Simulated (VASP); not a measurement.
# Gd (Gadolinium): structure and properties in VASP, part 3 of 11

What structure does Gd (Gadolinium) take at this level, and what are its properties? The start is a cell from a database of measured crystal structures.

VASP 6.6.1, plane waves and PAW; the level of theory is named at each step.

Still holding for the runs below: The k-mesh is coarse for a metal.

So far, moment of the cell, from the last line of the log (μB): step 2 (magnetic order: ferromagnetic) 15.7.

## Step 4: Magnetic order: antiferromagnetic, q = (0, 0, 1/2)

Level of this step: PBEsol, DFT+U (Gd f 5 eV), spin-polarised from an antiferromagnetic start; plane waves and PAW (Gd) (VASP).

System of this step: Gd (Gadolinium). Symmetry: P6_3/mmc, No. 194, hexagonal system. Conventional cell: a = 3.636 Å, b = 3.636 Å, c = 5.783 Å, α = 90.00°, β = 90.00°, γ = 120.00°. Nearest to Gd lie 12 Gd at 3.57 to 3.64 Å.

Next, a pattern with opposite moments, which needs a doubled cell; q is given in the reciprocal vectors of the primitive cell.

INCAR reads:

```
SYSTEM = Gd
PREC = Accurate
ENCUT = 450
EDIFF = 1E-06
NELM = 150
ISMEAR = 1
SIGMA = 0.2
LREAL = .FALSE.
ALGO = Normal
GGA = PS
NBANDS = 46
ISPIN = 2
MAGMOM = 7 -7 7 -7
LDAU = .TRUE.
LDAUTYPE = 2
LDAUL = 3
LDAUU = 5
LDAUJ = 0
LDAUPRINT = 1
LASPH = .TRUE.
LMAXMIX = 6
AMIX = 0.2
BMIX = 1E-04
AMIX_MAG = 0.8
BMIX_MAG = 1E-04
LORBIT = 11
LWAVE = .FALSE.
LCHARG = .FALSE.
KPAR = 4
ISIF = 2
```

POSCAR reads:

```
Gd
1.0
    3.6360000000      0.0000000000      0.0000000000
   -1.8180000000      3.1488683682      0.0000000000
    0.0000000000      0.0000000000     11.5652000000
Gd
4
Direct
    0.3333333333      0.6666666667      0.1250000000
    0.3333333333      0.6666666667      0.6250000000
    0.6666666667      0.3333333333      0.3750000000
    0.6666666667      0.3333333333      0.8750000000
```

KPOINTS reads:

```
Automatic mesh
0
Gamma
7 7 2
0 0 0
```

PAW data sets: Gd (PBE family, release 64).

Command:

```console
$ mpirun -np 4 vasp_std
```

Output:

```text
[banner, memory and clock lines left out]
running    4 mpi-ranks, on    1 nodes
 distrk:  each k-point on    1 cores,    4 groups
 distr:  one band on    1 cores,    1 groups

 POSCAR found type information on POSCAR Gd
 POSCAR found :  1 types and       4 ions
 [... a notice as in an earlier step ...]

 LDA part: xc-table for (Slater+PW92), standard interpolation
 POSCAR, INCAR and KPOINTS ok, starting setup
 FFT: planning ... GRIDC
 FFT: planning ... GRID_SOFT
 FFT: planning ... GRID
 WAVECAR not read
 entering main loop
       N       E                     dE             d eps       ncg     rms          rms(c)
DAV:   1     0.838356787108E+03    0.83836E+03   -0.18176E+04  3662   0.662E+03
DAV:   2     0.321048852186E+03   -0.51731E+03   -0.45840E+03  4616   0.816E+02
DAV:   3     0.500906809480E+02   -0.27096E+03   -0.26532E+03  5008   0.502E+02
DAV:   4    -0.858412742191E+01   -0.58675E+02   -0.57508E+02  5618   0.212E+02
DAV:   5    -0.201272247502E+02   -0.11543E+02   -0.11398E+02  5834   0.111E+02    0.272E+02
DAV:   6    -0.420777530294E+02   -0.21951E+02   -0.35167E+01  5328   0.124E+02    0.225E+02
DAV:   7    -0.449044675324E+02   -0.28267E+01   -0.24453E+01  5840   0.496E+01    0.117E+02
DAV:   8    -0.455368359508E+02   -0.63237E+00   -0.13147E+01  5592   0.343E+01    0.381E+01
DAV:   9    -0.466233682249E+02   -0.10865E+01   -0.53085E+00  5664   0.266E+01    0.342E+01
DAV:  10    -0.468106525409E+02   -0.18728E+00   -0.20132E+00  5792   0.110E+01    0.341E+01
DAV:  11    -0.468902718604E+02   -0.79619E-01   -0.63316E-01  5616   0.704E+00    0.199E+01
DAV:  12    -0.469302910146E+02   -0.40019E-01   -0.33204E-01  5824   0.570E+00    0.348E+00
DAV:  13    -0.469389912985E+02   -0.87003E-02   -0.10081E-01  5592   0.292E+00    0.912E+00
DAV:  14    -0.469425441561E+02   -0.35529E-02   -0.43702E-02  5864   0.216E+00    0.717E+00
DAV:  15    -0.469438946365E+02   -0.13505E-02   -0.16417E-02  5664   0.108E+00    0.306E+00
DAV:  16    -0.469446937283E+02   -0.79909E-03   -0.88587E-03  5800   0.916E-01    0.123E+00
DAV:  17    -0.469451197136E+02   -0.42599E-03   -0.41904E-03  5656   0.596E-01    0.278E+00
DAV:  18    -0.469453378574E+02   -0.21814E-03   -0.25773E-03  5832   0.496E-01    0.130E-01
DAV:  19    -0.469454648189E+02   -0.12696E-03   -0.12640E-03  5728   0.279E-01    0.782E-02
DAV:  20    -0.469455412710E+02   -0.76452E-04   -0.75351E-04  5800   0.254E-01    0.686E-02
DAV:  21    -0.469455830121E+02   -0.41741E-04   -0.42591E-04  5752   0.160E-01    0.189E-01
DAV:  22    -0.469456112550E+02   -0.28243E-04   -0.27650E-04  5824   0.143E-01    0.784E-02
DAV:  23    -0.469456279774E+02   -0.16722E-04   -0.16402E-04  5696   0.922E-02    0.127E-02
DAV:  24    -0.469456383668E+02   -0.10389E-04   -0.10680E-04  5488   0.817E-02    0.212E-02
DAV:  25    -0.469456449745E+02   -0.66078E-05   -0.65637E-05  4736   0.577E-02    0.117E-02
DAV:  26    -0.469456493674E+02   -0.43929E-05   -0.42776E-05  4128   0.501E-02    0.530E-03
DAV:  27    -0.469456521307E+02   -0.27633E-05   -0.27543E-05  3408   0.387E-02    0.299E-03
DAV:  28    -0.469456538938E+02   -0.17632E-05   -0.17553E-05  3056   0.341E-02    0.448E-04
DAV:  29    -0.469456551079E+02   -0.12140E-05   -0.12109E-05  3000   0.290E-02    0.708E-04
DAV:  30    -0.469456559220E+02   -0.81410E-06   -0.82011E-06  2968   0.261E-02
   1 F= -.46945656E+02 E0= -.46941550E+02  d E =-.123168E-01  mag=    -0.0000
```

Elapsed: 3 min, on 4 MPI ranks of Intel Xeon Platinum 8259CL at 2.50GHz (Skylake/Cascade Lake), shared host; peak memory 1.4 GiB.

Parts of OUTCAR (step 4):

```text
  LATTYP: Found a hexagonal cell.
 ALAT       =     3.6360000000
 C/A-ratio  =     3.1807480748

 Found     16 irreducible k-points:

   k-points           NKPTS =     16   k-points in BZ     NKDIM =     16   number of bands    NBANDS=     46

   dimension x,y,z NGX =    28 NGY =   28 NGZ =   80
   dimension x,y,z NGXF=    56 NGYF=   56 NGZF=  160

   ENCUT  =  450.0 eV  33.07 Ry    5.75 a.u.   6.29  6.29 20.00*2*pi/ulx,y,z

   NELECT =      72.0000    total number of electrons

atom =   1  type =  1  l = 3

 onsite density matrix

spin component  1

  0.9902 -0.0000  0.0000  0.0000 -0.0000  0.0000  0.0000
 -0.0000  0.9896 -0.0000 -0.0000  0.0001  0.0000  0.0000
  0.0000 -0.0000  0.9893  0.0000 -0.0000  0.0001  0.0000
  0.0000 -0.0000  0.0000  0.9897  0.0000  0.0000  0.0000
 -0.0000  0.0001 -0.0000  0.0000  0.9893 -0.0000  0.0000
  0.0000  0.0000  0.0001  0.0000 -0.0000  0.9896  0.0000
  0.0000  0.0000  0.0000  0.0000  0.0000  0.0000  0.9891

spin component  2

  0.0010  0.0000  0.0000 -0.0002  0.0000 -0.0000 -0.0000
  0.0000  0.0015 -0.0000 -0.0000 -0.0002 -0.0000 -0.0000
  0.0000 -0.0000  0.0007 -0.0000 -0.0000 -0.0002  0.0000
 -0.0002 -0.0000 -0.0000  0.0017  0.0000  0.0000 -0.0000
  0.0000 -0.0002 -0.0000  0.0000  0.0007  0.0000  0.0000
 -0.0000 -0.0000 -0.0002  0.0000  0.0000  0.0015 -0.0000
 -0.0000 -0.0000  0.0000 -0.0000  0.0000 -0.0000  0.0005

 occupancies and eigenvectors

  o =  0.0005  v =  0.0000  0.0000  0.0000  0.0000  0.0000  0.0000  0.0000  0.0000 -0.0000 -0.0000  0.0000 -0.0000 -0.0000  1.0000      0.0000  0.0000  0.0000  0.0000  0.0000  0.0000  0.0000  0.0000  0.0000  0.0000  0.0000  0.0000  0.0000  0.0000
  o =  0.0007  v =  0.0000  0.0000  0.0000  0.0000  0.0000  0.0000  0.0000 -0.0000  0.2227  0.0008 -0.0000  0.9749  0.0002  0.0000      0.0000  0.0000  0.0000  0.0000  0.0000  0.0000  0.0000  0.0000  0.0000  0.0000  0.0000  0.0000  0.0000  0.0000
  o =  0.0007  v =  0.0000  0.0000  0.0000  0.0000  0.0000  0.0000  0.0000 -0.0000 -0.0002  0.9749 -0.0000 -0.0008  0.2227 -0.0000      0.0000  0.0000  0.0000  0.0000  0.0000  0.0000  0.0000  0.0000  0.0000  0.0000  0.0000  0.0000  0.0000  0.0000
  o =  0.0009  v =  0.0000  0.0000  0.0000  0.0000  0.0000  0.0000  0.0000 -0.9730 -0.0000 -0.0000 -0.2310 -0.0000 -0.0000  0.0000      0.0000  0.0000  0.0000  0.0000  0.0000  0.0000  0.0000  0.0000  0.0000  0.0000  0.0000  0.0000  0.0000  0.0000
  o =  0.0015  v =  0.0000  0.0000  0.0000  0.0000  0.0000  0.0000  0.0000 -0.0000 -0.9749  0.0009  0.0000  0.2227 -0.0038  0.0000      0.0000  0.0000  0.0000  0.0000  0.0000  0.0000  0.0000  0.0000  0.0000  0.0000  0.0000  0.0000  0.0000  0.0000
  o =  0.0015  v =  0.0000  0.0000  0.0000  0.0000  0.0000  0.0000  0.0000 -0.0000  0.0038  0.2227  0.0000 -0.0009 -0.9749 -0.0000      0.0000  0.0000  0.0000  0.0000  0.0000  0.0000  0.0000  0.0000  0.0000  0.0000  0.0000  0.0000  0.0000  0.0000
  o =  0.0018  v =  0.0000  0.0000  0.0000  0.0000  0.0000  0.0000  0.0000 -0.2310 -0.0000 -0.0000  0.9730  0.0000  0.0000  0.0000      0.0000  0.0000  0.0000  0.0000  0.0000  0.0000  0.0000  0.0000  0.0000  0.0000  0.0000  0.0000  0.0000  0.0000
  o =  0.9891  v = -0.0000 -0.0000  0.0000  0.0000  0.0000 -0.0000 -1.0000  0.0000  0.0000  0.0000  0.0000  0.0000  0.0000  0.0000      0.0000  0.0000  0.0000  0.0000  0.0000  0.0000  0.0000  0.0000  0.0000  0.0000  0.0000  0.0000  0.0000  0.0000
  o =  0.9892  v = -0.0000 -0.2124  0.0000  0.0000  0.9772 -0.0000  0.0000  0.0000  0.0000  0.0000  0.0000  0.0000  0.0000  0.0000      0.0000  0.0000  0.0000  0.0000  0.0000  0.0000  0.0000  0.0000  0.0000  0.0000  0.0000  0.0000  0.0000  0.0000
  o =  0.9892  v =  0.0000 -0.0000 -0.9772 -0.0000  0.0000  0.2124  0.0000  0.0000  0.0000  0.0000  0.0000  0.0000  0.0000  0.0000      0.0000  0.0000  0.0000  0.0000  0.0000  0.0000  0.0000  0.0000  0.0000  0.0000  0.0000  0.0000  0.0000  0.0000
  o =  0.9896  v = -0.0000  0.9772 -0.0000  0.0000  0.2124 -0.0002  0.0000  0.0000  0.0000  0.0000  0.0000  0.0000  0.0000  0.0000      0.0000  0.0000  0.0000  0.0000  0.0000  0.0000  0.0000  0.0000  0.0000  0.0000  0.0000  0.0000  0.0000  0.0000
  o =  0.9896  v = -0.0000 -0.0002 -0.2124  0.0000 -0.0000 -0.9772 -0.0000  0.0000  0.0000  0.0000  0.0000  0.0000  0.0000  0.0000      0.0000  0.0000  0.0000  0.0000  0.0000  0.0000  0.0000  0.0000  0.0000  0.0000  0.0000  0.0000  0.0000  0.0000
  o =  0.9897  v =  0.0793 -0.0000 -0.0000 -0.9969 -0.0000 -0.0000 -0.0000  0.0000  0.0000  0.0000  0.0000  0.0000  0.0000  0.0000      0.0000  0.0000  0.0000  0.0000  0.0000  0.0000  0.0000  0.0000  0.0000  0.0000  0.0000  0.0000  0.0000  0.0000
  o =  0.9902  v = -0.9969 -0.0000 -0.0000 -0.0793  0.0000 -0.0000 -0.0000  0.0000  0.0000  0.0000  0.0000  0.0000  0.0000  0.0000      0.0000  0.0000  0.0000  0.0000  0.0000  0.0000  0.0000  0.0000  0.0000  0.0000  0.0000  0.0000  0.0000  0.0000

atom =   2  type =  1  l = 3

 onsite density matrix

spin component  1

  0.0010 -0.0000  0.0000 -0.0002 -0.0000 -0.0000 -0.0000
 -0.0000  0.0015 -0.0000 -0.0000 -0.0002 -0.0000 -0.0000
  0.0000 -0.0000  0.0007 -0.0000 -0.0000 -0.0002 -0.0000
 -0.0002 -0.0000 -0.0000  0.0017  0.0000  0.0000 -0.0000
 -0.0000 -0.0002 -0.0000  0.0000  0.0007  0.0000  0.0000
 -0.0000 -0.0000 -0.0002  0.0000  0.0000  0.0015 -0.0000
 -0.0000 -0.0000 -0.0000 -0.0000  0.0000 -0.0000  0.0005

spin component  2

[...]
o =  0.0018  v = -0.2310 -0.0000 -0.0000  0.9730  0.0000  0.0000  0.0000  0.0000  0.0000  0.0000  0.0000  0.0000  0.0000  0.0000      0.0000  0.0000  0.0000  0.0000  0.0000  0.0000  0.0000  0.0000  0.0000  0.0000  0.0000  0.0000  0.0000  0.0000
  o =  0.9891  v =  0.0000  0.0000  0.0000  0.0000  0.0000  0.0000  0.0000  0.0000 -0.0000  0.0000 -0.0000  0.0000  0.0000 -1.0000      0.0000  0.0000  0.0000  0.0000  0.0000  0.0000  0.0000  0.0000  0.0000  0.0000  0.0000  0.0000  0.0000  0.0000
  o =  0.9892  v =  0.0000  0.0000  0.0000  0.0000  0.0000  0.0000  0.0000  0.0000 -0.2124  0.0000 -0.0000  0.9772 -0.0000  0.0000      0.0000  0.0000  0.0000  0.0000  0.0000  0.0000  0.0000  0.0000  0.0000  0.0000  0.0000  0.0000  0.0000  0.0000
  o =  0.9892  v =  0.0000  0.0000  0.0000  0.0000  0.0000  0.0000  0.0000  0.0000 -0.0000 -0.9772 -0.0000  0.0000  0.2124  0.0000      0.0000  0.0000  0.0000  0.0000  0.0000  0.0000  0.0000  0.0000  0.0000  0.0000  0.0000  0.0000  0.0000  0.0000
  o =  0.9896  v =  0.0000  0.0000  0.0000  0.0000  0.0000  0.0000  0.0000 -0.0000  0.9772 -0.0000  0.0000  0.2124 -0.0000  0.0000      0.0000  0.0000  0.0000  0.0000  0.0000  0.0000  0.0000  0.0000  0.0000  0.0000  0.0000  0.0000  0.0000  0.0000
  o =  0.9896  v =  0.0000  0.0000  0.0000  0.0000  0.0000  0.0000  0.0000 -0.0000 -0.0000 -0.2124  0.0000 -0.0000 -0.9772 -0.0000      0.0000  0.0000  0.0000  0.0000  0.0000  0.0000  0.0000  0.0000  0.0000  0.0000  0.0000  0.0000  0.0000  0.0000
  o =  0.9897  v =  0.0000  0.0000  0.0000  0.0000  0.0000  0.0000  0.0000  0.0793  0.0000 -0.0000 -0.9969  0.0000 -0.0000  0.0000      0.0000  0.0000  0.0000  0.0000  0.0000  0.0000  0.0000  0.0000  0.0000  0.0000  0.0000  0.0000  0.0000  0.0000
  o =  0.9902  v =  0.0000  0.0000  0.0000  0.0000  0.0000  0.0000  0.0000 -0.9969  0.0000 -0.0000 -0.0793  0.0000 -0.0000 -0.0000      0.0000  0.0000  0.0000  0.0000  0.0000  0.0000  0.0000  0.0000  0.0000  0.0000  0.0000  0.0000  0.0000  0.0000

 E-fermi :   2.9135

 spin component 1
 k-point     1 :       0.0000    0.0000    0.0000
  band No.  band energies     occupation
    ...
     30      -4.5736      1.00000
     31      -1.9460      1.00000
     32      -0.4365      1.00000
     33      -0.1893      1.00000
     34       0.9461      1.00000
     35       3.5050     -0.00012
     36       3.7817     -0.00000
     37       4.0415     -0.00000
     38       4.0415     -0.00000
     39       4.2327     -0.00000
    ...

 k-point     2 :       0.1429   -0.0000    0.0000
  band No.  band energies     occupation
    ...
     30      -4.5877      1.00000
     31      -1.4759      1.00000
     32      -0.0120      1.00000
     33       0.2207      1.00000
     34       1.3550      1.00000
     35       3.2116     -0.02807
     36       3.3990     -0.00159
     37       3.4836     -0.00021
     38       3.7731     -0.00000
     39       4.0905     -0.00000
    ...

 k-point     3 :       0.2857    0.0000    0.0000
  band No.  band energies     occupation
    ...
     32       0.7723      1.00000
     33       0.9714      1.00000
     34       1.8119      1.00000
     35       2.5573      1.01517
     36       2.8350      0.80561
     37       3.0729      0.01075
     38       3.3275     -0.00634
     39       3.8512     -0.00000
     40       4.1530     -0.00000
     41       4.5027     -0.00000
    ...

 k-point     4 :       0.4286   -0.0000    0.0000
  band No.  band energies     occupation
    ...
     33       1.3360      1.00000
     34       1.5518      1.00000
     35       2.0114      1.00000
     36       2.7480      0.99669
     37       2.9114      0.50876
     38       3.4009     -0.00153
     39       4.2205     -0.00000
     40       4.2616     -0.00000
     41       4.4300     -0.00000
     42       4.5356     -0.00000
    ...

  Total       -1.1904061     -1.1904061     -1.5127324     -0.0000000      0.0000000     -0.0000000
  in kB      -14.4037045    -14.4037045    -18.3037955     -0.0000000      0.0000000     -0.0000000
  external PRESSURE =     -15.7037348 kB  Pullay stress =       0.0000000 kB

  energy-cutoff  :      450.00
  volume of cell :      132.41
      direct lattice vectors                 reciprocal lattice vectors
     3.636000000  0.000000000  0.000000000     0.275027503  0.158787203  0.000000000
    -1.818000000  3.148868368  0.000000000     0.000000000  0.317574405  0.000000000
     0.000000000  0.000000000 11.565200000     0.000000000  0.000000000  0.086466295

 POSITION                                       TOTAL-FORCE (eV/Angst)
 -----------------------------------------------------------------------------------
     -0.00000      2.09925      1.44565         0.000000      0.000000      0.051910
     -0.00000      2.09925      7.22825         0.000000      0.000000      0.051910
      1.81800      1.04962      4.33695        -0.000000     -0.000000     -0.051910
      1.81800      1.04962     10.11955        -0.000000     -0.000000     -0.051910
 -----------------------------------------------------------------------------------
    total drift:                                0.000000     -0.000000     -0.000000

  FREE ENERGIE OF THE ION-ELECTRON SYSTEM (eV)
  ---------------------------------------------------
  free  energy   TOTEN  =       -46.9456559220 eV

  energy  without entropy=      -46.9333391057  energy(sigma->0) =      -46.94155032

 total charge
# of ion       s       p       d       f       tot
--------------------------------------------------
    1        2.073   5.552   0.599   6.929  15.153
    2        2.073   5.552   0.599   6.929  15.153
    3        2.073   5.552   0.599   6.929  15.153
    4        2.073   5.552   0.599   6.929  15.153
--------------------------------------------------
tot          8.293  22.210   2.395  27.716  60.613

 magnetization (x)
# of ion       s       p       d       f       tot
--------------------------------------------------
    1        0.006  -0.050   0.231   6.914   7.102
    2       -0.006   0.050  -0.231  -6.914  -7.102
    3        0.006  -0.050   0.231   6.914   7.102
    4       -0.006   0.050  -0.231  -6.914  -7.102
--------------------------------------------------
tot          0.000   0.000   0.000   0.000   0.000

[... 2 parts as in an earlier step ...]

[... 6 further parts left out ...]
```

Numbers from this step:

```yaml
scf_cycles: 30
electrons: 72
bands: 46
irreducible_k_points: 16
symmetry_operations: 12
free_energy_toten: -46.95 eV
energy_at_zero_smearing: -46.94 eV
fermi_energy: 2.913 eV
pressure: -1.570 GPa
```

Spin moment in the PAW sphere by atom:

```
atom  spin moment in the PAW sphere (μB)
 Gd1                                7.10
 Gd2                               -7.10
 Gd3                                7.10
 Gd4                               -7.10
```

Force by atom:

```
atom  x (eV/Å)  y (eV/Å)  z (eV/Å)    size
 Gd1    0.0000    0.0000    0.0519  0.0519
 Gd2    0.0000    0.0000    0.0519  0.0519
 Gd3    0.0000    0.0000   -0.0519  0.0519
 Gd4    0.0000    0.0000   -0.0519  0.0519
```

The energy lies +29.9 meV an atom from the first pattern. The run ends antiferromagnetic with a largest moment of 7.10 μB, and the mesh shows no gap.

(Part 3 of 11 ends here.)

[Lines on the potential files, build, host, timing and source positions are cut from VASP's logs without a mark.]

[Logs are printed without paths, hosts, clocks, repeated set-up lines and the standing remarks that a program may print on its own settings, such as how far it seeks lower states.]

[Hosts, paths, dates, database ids (printed as entryN), source tags and the programs' standing remarks are cut or masked in the printed files.]

[A measured line is paired with the nearest computed mode of its activity, which favours agreement.]
